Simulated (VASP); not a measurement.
VASP input:

### POSCAR
```
Cr
1
    2.8861604793     0.0000000000     0.0000000000
    0.0000000000     2.8861604793     0.0000000000
    0.0000000000     0.0000000000     2.8861604793
Cr
2
Direct
  1.0000000000   1.0000000000   1.0000000000
  0.5000000000   0.5000000000   0.5000000000
```

**KPOINTS**
```
Automatic
0
gamma
  13 13 13
0 0 0
```

### INCAR
```
SYSTEM = Cr
PREC = Accurate; ENCUT = 520; LREAL = .False.
LASPH = .True.
EDIFF = 1E-7; NELM = 100; ALGO = Normal
LMAXMIX = 4
ISMEAR = 1; SIGMA = 0.1
GGA = PE; IVDW = 12
MAGMOM = 0.9 -0.9
ISPIN = 2
ISIF = 2
LWAVE = .False.; LCHARG = .False.; LORBIT = 10
```

POTCAR, in this order: Cr_pv (PBE.64 set). Program: vasp_std.

**Question.** Translate this PBE-D3(BJ) calculation to Quantum ESPRESSO's pw.x.

**Answer.** One equivalent input (not run):
```
&CONTROL
  calculation = 'scf'
  pseudo_dir = './pseudo'
  outdir = './out'
  tprnfor = .true.
  tstress = .true.
/
&SYSTEM
  ibrav = 0
  nat = 2
  ntyp = 2
  ecutwfc = 94
  occupations = 'smearing'
  smearing = 'methfessel-paxton'
  degauss = 0.00735
  input_dft = 'pbe'
  vdw_corr = 'grimme-d3'
  dftd3_version = 4
  dftd3_threebody = .false.
  nspin = 2
  starting_magnetization(1) = 0.09
  starting_magnetization(2) = -0.09
/
&ELECTRONS
  conv_thr = 7.3e-09
  electron_maxstep = 100
/
ATOMIC_SPECIES
  Cr1 51.996 Cr.upf
  Cr2 51.996 Cr.upf
CELL_PARAMETERS angstrom
     2.8861605    0.0000000    0.0000000
     0.0000000    2.8861605    0.0000000
     0.0000000    0.0000000    2.8861605
ATOMIC_POSITIONS crystal
  Cr1  1.0000000  1.0000000  1.0000000
  Cr2  0.5000000  0.5000000  0.5000000
K_POINTS automatic
  13 13 13 0 0 0
```
The two are equivalent in intent, not identical: the potentials are each code's own (VASP's PAW set, PseudoDojo norm-conserving files in pw.x), so ENCUT and ecutwfc are chosen apart and not converted; conv_thr bounds pw.x's estimated SCF error, while EDIFF bounds the energy change between steps; starting_magnetization is a fraction of the valence charge and MAGMOM a moment in μB, so they match only roughly.

The compound is Cr in the bcc, AFM order structure. This cell is one point of a volume scan, at 1.06 of the reference volume.
